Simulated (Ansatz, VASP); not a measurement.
# CaSiS3: VASP beside Ansatz

INCAR

```
  ALGO = Normal
  EDIFF = 1E-6
  ENCUT = 520
  GGA = PE
  ISIF = 2
  ISMEAR = 0
  LASPH = T
  LCHARG = F
  LREAL = F
  LWAVE = F
  NBANDS = 24
  NELM = 80
  PREC = Accurate
  SIGMA = 0.05
```

The input KPOINTS:

```
k-points
0
Gamma
  4 4 4
```

The input POSCAR:

```
CaSiS3
1.0
    4.6198430633      0.0000000000      0.0000000000
    0.0000000000      4.6198430633      0.0000000000
    0.0000000000      0.0000000000      4.6198430633
Ca Si S
1 1 3
Direct
    0.0000000000      0.0000000000      0.0000000000
    0.5000000000      0.5000000000      0.5000000000
    0.5000000000      0.5000000000      0.0000000000
    0.5000000000      0.0000000000      0.5000000000
    0.0000000000      0.5000000000      0.5000000000
```

Input for Ansatz:

```yaml
crystal:
  lattice:
    - [4.6198430633, 0.0, 0.0]
    - [0.0, 4.6198430633, 0.0]
    - [0.0, 0.0, 4.6198430633]
  atoms:
    - { symbol: Ca, position: [0.0, 0.0, 0.0] }
    - { symbol: Si, position: [0.5, 0.5, 0.5] }
    - { symbol: S, position: [0.5, 0.5, 0.0] }
    - { symbol: S, position: [0.5, 0.0, 0.5] }
    - { symbol: S, position: [0.0, 0.5, 0.5] }
basis:
  ecutwfc: 420
kpoints:
  mp_grid: { grid: [4, 4, 4] }
hamiltonian:
  xc: pbe
scf:
  occupations: { method: gaussian, width: 0.05 }
output:
  forces: true
  stress: true
  eigenvalues: true
```

The cell comes from a database or a generator and needn't be the stable form of this composition.

Alike in both runs: task single point; functional PBE; k mesh 4 × 4 × 4; occupations gaussian, width 0.05 eV; no spin polarisation.

|  | VASP | Ansatz |
| --- | --- | --- |
| version | VASP 6.6.1 | Ansatz 0.2.0 |
| potentials or method | VASP PAW PBE potentials, release 64 (Ca_sv, Si, S) | scalar-relativistic, plane waves, PAW |
| plane-wave cutoff (eV) | 520 | 420 |
| valence electrons in the cell | 32 | 32 |

```csv
,VASP,Ansatz,Ansatz less VASP
gap on the k mesh at the Fermi level (eV),none,none,-
pressure (GPa),-0.1,-0.1,+0.06
```

A gap of «none» marks a metal or a gap that the smearing closes. With one functional, cell and mesh, what is left measures potentials, basis and numerics.
